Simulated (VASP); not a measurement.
Re:

```
Re
1.0
     2.76080    0.00000    0.00000
    -1.38040    2.39092    0.00000
     0.00000    0.00000    4.45820
Re
2
Cartesian
  0.0000 1.5939 1.1145
  1.3804 0.7970 3.3436
```

* Program: VASP 6.6.1
* Task: relaxation of cell and atoms
* Functional: PBEsol
* Potentials or basis: VASP PAW PBE potentials, release 64 (Re)
* Cutoff: 600 eV
* k mesh: 15 × 15 × 8
* Occupations: methfessel-paxton, width 0.1 eV
* Spin: no spin polarisation

At the start: pressure -4.1 GPa; volume 14.71 Å³/atom.

Task: Where does the relaxation end?

Result: Over 8 steps the energy falls by 2.2 meV/atom and the volume is 14.56 Å³/atom (-1.1 %); space group P6_3/mmc (No. 194, to 0.05 Å).

Step by step:
```csv
step,energy change (eV),largest force (eV/Å),pressure (GPa),volume (Å³)
1,0.0000,0.0000,-4.13,29.43
2,0.0725,0.0000,19.99,27.84
3,-0.0042,0.0000,0.00,29.12
4,-0.0042,0.0000,0.00,29.12
5,0.0055,0.0000,6.84,28.65
6,-0.0042,0.0000,0.16,29.11
7,-0.0042,0.0000,0.03,29.12
8,-0.0043,0.0000,0.09,29.11
```

Final structure:
```xyz
2
Lattice="2.7480 0.0000 0.0000 -1.3740 2.3798 0.0000 0.0000 0.0000 4.4517" Properties=species:S:1:pos:R:3 pbc="T T T"
Re    0.0000    1.5866    1.1129
Re    1.3740    0.7933    3.3388
```

Caveat: the PAW data sets were made with another functional, which shifts forces and pressure a little.
